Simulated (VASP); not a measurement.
Energy against volume of Ni$_{3}$Fe (L1_2). Method: PBE GGA with D3 dispersion (Becke-Johnson damping), VASP's PBE PAW potentials (set 64) (plane waves; VASP 6.6.1). Numerical set-up: 520 eV cut-off, 9×9×9 Γ-centred mesh, first-order Methfessel-Paxton smearing of 0.10 eV, potentials Fe Ni.

```json
[
 {"V (Å³/atom)": "10.452", "E (eV/atom)": "-6.67905"},
 {"V (Å³/atom)": "10.775", "E (eV/atom)": "-6.68442"},
 {"V (Å³/atom)": "11.098", "E (eV/atom)": "-6.67758"},
 {"V (Å³/atom)": "11.422", "E (eV/atom)": "-6.66091"}
]
```

Fit these four points and predict the energy of the run at 10.129 Å³/atom.

A cubic in V^(−2/3), the third-order Birch-Murnaghan form, passes through the four points with V0 = 10.74 Å³/atom and B0 = 205 GPa, and gives -6.6584 eV/atom there. The run gave -6.6585 eV/atom, -0.1 meV/atom from the fit; all five points give B0 = 205 GPa.

The compound is Ni3Fe in the L1_2 structure. It was relaxed first.
